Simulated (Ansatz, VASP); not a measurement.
# Cross-check of Sr3Sn12Pd4 between VASP and Ansatz

Wanted: the spread between two codes on one cell, functional and k mesh. The structure shown is the end of the VASP relaxation below.

Method: plane waves, with VASP 6.6.1 beside it; single point at PBEsol, in Ansatz 0.2.0.

## (1) The structure

The cell holds 19 atoms: 12 Sn, 4 Pd and 3 Sr. Its edges and angles: a = 11.250 Å, b = 6.754 Å, c = 13.122 Å, α = 90.0°, β = 149.0°, γ = 90.0°. It derives from SrSn3Pd. Nearest the centre at fractional (0.998, 0.000, 0.250): Sn11 at 1.68 Å, Sn7 at 1.68 Å, Pd13 at 2.06 Å, Sn2 at 2.47 Å, Sr17 at 3.26 Å, Sn6 at 3.76 Å, Sn10 at 3.77 Å, Pd16 at 3.95 Å.

## (2) VASP: relaxation, PBEsol

This run makes the geometry at which the two programs are then compared.

Lines of VASP's logs that name or quote its potential files are left out, and so is its time.

INCAR reads:

```
SYSTEM = Sr3Sn12Pd4
PREC = Normal
ENCUT = 280
EDIFF = 1E-05
NELM = 120
ISMEAR = 1
SIGMA = 0.15
LREAL = Auto
ALGO = Fast
GGA = PS
NBANDS = 78
LORBIT = 11
LWAVE = .FALSE.
LCHARG = .FALSE.
KPAR = 3
IBRION = 2
NSW = 60
ISIF = 2
EDIFFG = -0.05
POTIM = 0.4
MAXMIX = 40
ISYM = 0
```

POSCAR reads:

```
Sr3Sn12Pd4
1.0
    0.0000000000      0.0000000000     11.2502001896
    4.7756127400     -4.7756127400      0.0000000000
    4.7756127400      4.7756127400    -11.2502001896
Sn Pd Sr
12 4 3
Direct
    0.4082202401      0.0025728331     -0.0026568577
    0.4103735564     -0.0004579288      0.5006845061
    0.9087044852      0.4972632672     -0.0019008839
    0.9105875609      0.4989027295      0.5020835549
    0.4978187566      0.2479683050      0.2530970583
    0.4955785435      0.2467269992      0.7498773545
    0.9937694109      0.7525988263      0.2511530821
    0.9954650432      0.7507031923      0.7488360888
    0.4901164379      0.7538204146      0.2469905089
    0.4973864739      0.7504272206      0.7532740386
    0.9970141520      0.2490647852      0.2509308225
    0.9974539453      0.2512977530      0.7523719005
    0.6388637411     -0.0027527166      0.0016686754
    0.6384413655     -0.0003594417      0.4997787609
    0.1420628593      0.5020606667     -0.0006668619
    0.1445015096      0.4983358254      0.5011382019
    0.9941431386      0.0026355795     -0.0010318918
    0.5000815056      0.5039045802      0.0034384947
    0.4992832575      0.5007028803      0.4999012603
```

KPOINTS reads:

```
Automatic mesh
0
Gamma
3 3 3
0 0 0
```

The projector-augmented-wave data sets are Sn, Pd and Sr_sv (PBE family, release 64).

Started as:

```bash
$ mpirun -np 3 vasp_std
```

Numbers of over 12 decimals in the logs are rounded to 6 here.

Output:

```text
[banner, memory and clock lines left out]
running    3 mpi-ranks, on    1 nodes
 distrk:  each k-point on    1 cores,    3 groups
 distr:  one band on    1 cores,    1 groups

 POSCAR found type information on POSCAR SnPdSr
 POSCAR found :  3 types and      19 ions
|                                                                             |
|               ----> ADVICE to this user running VASP <----                  |
|                                                                             |
|     You enforced a specific xc type in the INCAR file but a different       |
|     [... a line on the potential file left out ...]
|     I HOPE YOU KNOW WHAT YOU ARE DOING!                                     |
|                                                                             |

 LDA part: xc-table for (Slater+PW92), standard interpolation
 POSCAR, INCAR and KPOINTS ok, starting setup
 FFT: planning ... GRIDC
 FFT: planning ... GRID_SOFT
 FFT: planning ... GRID
 WAVECAR not read
 entering main loop
       N       E                     dE             d eps       ncg     rms          rms(c)
DAV:   1     0.445556283478E+03    0.44556E+03   -0.34320E+04  2184   0.791E+02
DAV:   2    -0.522451002392E+02   -0.49780E+03   -0.47651E+03  2530   0.200E+02
DAV:   3    -0.895101885411E+02   -0.37265E+02   -0.36467E+02  2920   0.472E+01
DAV:   4    -0.915370926805E+02   -0.20269E+01   -0.20164E+01  3736   0.100E+01
DAV:   5    -0.916053994289E+02   -0.68307E-01   -0.68262E-01  3208   0.150E+00    0.284E+01
RMM:   6    -0.903951536406E+02    0.12102E+01   -0.44599E+00  2185   0.665E+00    0.152E+01
RMM:   7    -0.900906529173E+02    0.30450E+00   -0.29221E+00  2227   0.472E+00    0.644E+00
RMM:   8    -0.897322352260E+02    0.35842E+00   -0.13045E+00  2229   0.378E+00    0.687E-01
RMM:   9    -0.897441173384E+02   -0.11882E-01   -0.14895E-01  3004   0.776E-01    0.488E-01
RMM:  10    -0.897453180001E+02   -0.12007E-02   -0.27259E-02  3366   0.365E-01    0.334E-01
RMM:  11    -0.897456761981E+02   -0.35820E-03   -0.79531E-03  2959   0.242E-01    0.149E-01
RMM:  12    -0.897463440895E+02   -0.66789E-03   -0.40116E-03  3279   0.143E-01    0.764E-02
WARNING in EDDRMM: call to ZHEGV failed, returncode =   6  3     19
RMM:  13    -0.897465606141E+02   -0.21652E-03   -0.19552E-03  3380   0.884E-02    0.464E-02
RMM:  14    -0.897467340386E+02   -0.17342E-03   -0.88233E-04  3263   0.597E-02    0.304E-02
RMM:  15    -0.897468343457E+02   -0.10031E-03   -0.44276E-04  3201   0.449E-02    0.175E-02
RMM:  16    -0.897468811340E+02   -0.46788E-04   -0.24479E-04  3048   0.322E-02    0.107E-02
RMM:  17    -0.897469019154E+02   -0.20781E-04   -0.11910E-04  2655   0.230E-02    0.519E-03
WARNING in EDDRMM: call to ZHEGV failed, returncode =   6  3     33
RMM:  18    -0.897469076568E+02   -0.57415E-05   -0.55025E-05  2219   0.162E-02
   1 F= -.89746908E+02 E0= -.89744624E+02  d E =-.897469E+02
[...]
WARNING in EDDRMM: call to ZHEGV failed, returncode =   6  3     15
[... from here on, the cycles between the ionic steps are left out ...]
   2 F= -.89787020E+02 E0= -.89785769E+02  d E =-.401123E-01
   3 F= -.89810021E+02 E0= -.89810399E+02  d E =-.631137E-01
   4 F= -.89821171E+02 E0= -.89821867E+02  d E =-.111499E-01
[...]
WARNING in EDDRMM: call to ZHEGV failed, returncode =   6  3     57
   5 F= -.89827995E+02 E0= -.89829317E+02  d E =-.179738E-01
   6 F= -.89828348E+02 E0= -.89829565E+02  d E =-.183264E-01
 curvature:  -2.22 expect dE=-0.378E-02 dE for cont linesearch -0.959E-07
 trial: gam= 0.13308 g(F)=  0.171E-02 g(S)=  0.000E+00 ort = 0.237E-04 (trialstep = 0.176E+01)
 search vector abs. value=  0.194E-02
 bond charge predicted
       N       E                     dE             d eps       ncg     rms          rms(c)
DAV:   1    -0.898296549260E+02   -0.13117E-02   -0.32843E-01  2334   0.163E+00    0.138E-01
RMM:   2    -0.898305219541E+02   -0.86703E-03   -0.89771E-03  2235   0.332E-01    0.141E-01
RMM:   3    -0.898316801960E+02   -0.11582E-02   -0.44982E-03  2442   0.200E-01    0.234E-01
RMM:   4    -0.898307836762E+02    0.89652E-03   -0.71394E-03  2585   0.216E-01    0.152E-01
RMM:   5    -0.898311802663E+02   -0.39659E-03   -0.13206E-03  2328   0.106E-01    0.181E-01
RMM:   6    -0.898305575457E+02    0.62272E-03   -0.14008E-03  2389   0.979E-02    0.103E-01
RMM:   7    -0.898306034859E+02   -0.45940E-04   -0.11515E-03  2299   0.903E-02    0.105E-01
RMM:   8    -0.898305313068E+02    0.72179E-04   -0.15271E-04  2354   0.396E-02    0.835E-02
RMM:   9    -0.898304187381E+02    0.11257E-03   -0.14423E-04  2147   0.345E-02    0.432E-02
RMM:  10    -0.898304002491E+02    0.18489E-04   -0.99069E-05  2043   0.275E-02    0.236E-02
RMM:  11    -0.898303985070E+02    0.17421E-05   -0.56358E-05  1855   0.208E-02
   7 F= -.89830399E+02 E0= -.89831724E+02  d E =-.205071E-02
 trial-energy change:   -0.002051  1 .order   -0.002078   -0.003013   -0.001143
 step:   2.8374(harm=  2.8374)  dis= 0.00689  next Energy=   -89.830775 (dE=-0.243E-02)
 reached required accuracy - stopping structural energy minimisation
```

From OUTCAR (step 2):

```text
ion  position               nearest neighbor table
   1  0.408  0.003  0.997-  13 2.55  12 3.01   8 3.02   5 3.04   9 3.04  18 3.50  18 3.52
   2  0.410  1.000  0.501-  14 2.58   6 3.00  11 3.01   7 3.03  10 3.03  17 3.50  19 3.52  17 3.52
                            19 3.53
   3  0.909  0.497  0.998-  15 2.61   6 3.02  11 3.03  10 3.03   7 3.08  17 3.47  19 3.51  19 3.53
                            17 3.54
   4  0.911  0.499  0.502-  16 2.64   8 3.00  12 3.01   5 3.02   9 3.06  18 3.51  18 3.53
   5  0.498  0.248  0.253-  14 2.65  15 2.68   4 3.02   1 3.04   9 3.34  12 3.37  12 3.38   9 3.42
                            19 3.65  17 3.68  18 3.72
   6  0.496  0.247  0.750-  16 2.65  13 2.69   2 3.00   3 3.02  10 3.35  11 3.37  11 3.38  10 3.40
                            17 3.66  18 3.71  19 3.73
   7  0.994  0.753  0.251-  13 2.64  16 2.65   2 3.03   3 3.08  11 3.35  10 3.36  10 3.39  11 3.40
                            18 3.64  17 3.72  19 3.75
   8  0.995  0.751  0.749-  15 2.65  14 2.67   4 3.00   1 3.02   9 3.36  12 3.37  12 3.38   9 3.39
                            19 3.66  18 3.69  17 3.71
   9  0.490  0.754  0.247-  15 2.64  14 2.66   1 3.04   4 3.06   5 3.34   8 3.36   8 3.39   5 3.42
                            19 3.66  17 3.66  18 3.70
  10  0.497  0.750  0.753-  13 2.65  16 2.66   3 3.03   2 3.03   6 3.35   7 3.36   7 3.39   6 3.40
                            18 3.66  17 3.69  19 3.74
  11  0.997  0.249  0.251-  16 2.65  13 2.69   2 3.01   3 3.03   7 3.35   6 3.37   6 3.38   7 3.40
                            17 3.68  18 3.69  19 3.72
  12  0.997  0.251  0.752-  15 2.64  14 2.69   4 3.01   1 3.01   5 3.37   8 3.37   8 3.38   5 3.38
                            19 3.66  17 3.67  18 3.71
  13  0.639  0.997  0.002-   1 2.55   7 2.64  10 2.65   6 2.69  11 2.69  18 3.69  18 3.77  17 4.03

 Found     14 irreducible k-points:

   k-points           NKPTS =     14   k-points in BZ     NKDIM =     14   number of bands    NBANDS=     78

   dimension x,y,z NGX =    48 NGY =   28 NGZ =   54
   dimension x,y,z NGXF=    96 NGYF=   56 NGZF=  108

   ENCUT  =  280.0 eV  20.58 Ry    4.54 a.u.  15.35  9.21 17.90*2*pi/ulx,y,z

   NELECT =     118.0000    total number of electrons

 k-points in reciprocal lattice and weights: Automatic mesh
   0.00000000  0.00000000  0.00000000       0.037
   0.33333333  0.00000000  0.00000000       0.074
   0.33333333 -0.33333333 -0.33333333       0.074
   0.33333333  0.00000000  0.33333333       0.074
   0.33333333  0.33333333 -0.33333333       0.074
   0.00000000  0.33333333  0.00000000       0.074
   0.00000000  0.00000000  0.33333333       0.074
   0.33333333  0.33333333  0.00000000       0.074
   0.33333333 -0.33333333  0.00000000       0.074
[...]
0.00000000  0.33333333  0.33333333       0.074
   0.00000000 -0.33333333  0.33333333       0.074

 average (electrostatic) potential at core
       1 -44.0167       2 -43.9573       3 -43.9021       4 -44.0156       5 -43.9963
       6 -44.0253       7 -44.0270       8 -43.9953       9 -43.9942      10 -44.0263
      11 -44.0241      12 -43.9959      13 -76.0208      14 -75.9829      15 -75.9842
      16 -76.0265      17 -36.7161      18 -36.7127      19 -36.7167

 E-fermi :   4.7536

 k-point     1 :       0.0000    0.0000    0.0000
  band No.  band energies     occupation
    ...
     53       2.8804      2.00000
     54       3.0846      2.00000
     55       3.0869      2.00000
     56       3.4013      2.00000
     57       3.4044      2.00000
     58       4.8334      0.22593
     59       5.3932     -0.00000
     60       5.3954     -0.00000
     61       5.7709     -0.00000
     62       5.9747     -0.00000
    ...

 k-point     2 :       0.3333    0.0000    0.0000
  band No.  band energies     occupation
    ...
     56       4.1629      2.00000
     57       4.1809      2.00000
     58       4.4950      2.03505
     59       4.6229      2.01229
     60       4.7778      0.73116
     61       4.9402     -0.07081
     62       5.4616     -0.00000
     63       6.1430     -0.00000
     64       6.2349     -0.00000
     65       6.4019     -0.00000
    ...

 k-point     3 :       0.3333   -0.3333   -0.3333
  band No.  band energies     occupation
    ...
     56       4.1646      2.00000
     57       4.1814      2.00000
     58       4.4930      2.03392
     59       4.6234      2.01100
     60       4.7763      0.74709
     61       4.9428     -0.07053
     62       5.4604     -0.00000
     63       6.1428     -0.00000
     64       6.2375     -0.00000
     65       6.3999     -0.00000
    ...

  Total       -0.1767466     -0.0940315     -1.8128122     -0.0192618      0.0366100     -0.0125876
  in kB       -0.5518401     -0.2935861     -5.6599808     -0.0601394      0.1143041     -0.0393010
  external PRESSURE =      -2.1684690 kB  Pullay stress =       0.0000000 kB

  energy-cutoff  :      280.00
  volume of cell :      513.15
      direct lattice vectors                 reciprocal lattice vectors
     0.000000000  0.000000000 11.250200190     0.104698607  0.104698607  0.088887307
     4.775612740 -4.775612740  0.000000000     0.104698607 -0.104698607  0.000000000
     4.775612740  4.775612740-11.250200190     0.104698607  0.104698607  0.000000000

 POSITION                                       TOTAL-FORCE (eV/Angst)
 -----------------------------------------------------------------------------------
      4.78191      4.76249     -6.59106        -0.004638      0.006179      0.011805
      7.16044     -2.38308     -1.02803         0.019847     -0.008732      0.021927
      2.39150     -2.38941     10.22918        -0.019442      0.013007      0.012134
      4.77811      0.00156      4.66191         0.008173      0.002159     -0.007108
      2.39632      0.01282      2.77987        -0.022061      0.013026      0.012367
      4.75442      2.39543     -2.91659         0.007222      0.001167      0.014202
      4.79769     -2.37834      8.33681         0.002313     -0.010840     -0.015307
      7.16224     -0.01593      2.78531         0.032181     -0.006060      0.010007
      4.79747     -2.39387      2.78407        -0.005669      0.002463      0.009178
      7.16501     -0.00747     -2.90987         0.003670     -0.016949     -0.014658
      2.39071      0.02029      8.34413        -0.010570      0.001541     -0.012445
      4.76522      2.38318      2.77450         0.003947      0.018486      0.027163
      4.78004     -4.76811      7.22996        -0.006146      0.004606     -0.005601
      2.39277      2.38827      1.53514        -0.011750     -0.005442      0.011767
      2.39269     -2.39018      1.57696         0.014460      0.000897     -0.011946
      4.77626      0.01038     -4.02077         0.008027     -0.021691     -0.003937
      4.77544      4.77235     -0.04350         0.007724      0.003004      0.007194
      2.40815     -2.38730      5.57104        -0.027186     -0.009097     -0.030522
      4.77554     -0.00391     -0.02575        -0.000103      0.012275     -0.036220
 -----------------------------------------------------------------------------------
    total drift:                               -0.005409      0.012704      0.016564

  FREE ENERGIE OF THE ION-ELECTRON SYSTEM (eV)
  ---------------------------------------------------
  free  energy   TOTEN  =       -89.8303985070 eV

  energy  without entropy=      -89.8343742909  energy(sigma->0) =      -89.83172377

 reached required accuracy - stopping structural energy minimisation

 total charge
# of ion       s       p       d       tot
------------------------------------------
    1        1.448   1.577   0.130   3.155
    2        1.425   1.708   0.143   3.277
    3        1.423   1.695   0.129   3.246
    4        1.448   1.580   0.131   3.159
    5        1.441   1.577   0.143   3.161
    6        1.452   1.572   0.157   3.180
    7        1.451   1.575   0.156   3.182
    8        1.441   1.577   0.143   3.160
    9        1.441   1.575   0.142   3.159
   10        1.451   1.575   0.156   3.182
   11        1.451   1.575   0.156   3.182
   12        1.440   1.579   0.144   3.163
   13        0.503   0.520   8.582   9.605
   14        0.492   0.504   8.572   9.567
   15        0.488   0.502   8.550   9.540
   16        0.504   0.521   8.583   9.608
   17        2.004   5.712   0.207   7.924
   18        2.005   5.713   0.210   7.927
   19        2.005   5.712   0.207   7.924
--------------------------------------------------
tot         25.313  38.349  36.639 100.301

[... 3 further parts left out ...]
```

The data set Sn keeps the semicore shell frozen, which is cheaper and a little less accurate.

[end of part 1 of 2]

[Lines on the potential files, build, host, timing and source positions are cut from VASP's logs without a mark.]

[Logs are printed without paths, hosts, clocks, repeated set-up lines and the standing remarks that a program may print on its own settings, such as how far it seeks lower states.]

[Hosts, paths, dates, database ids (printed as entryN), source tags and the programs' standing remarks are cut or masked in the printed files.]
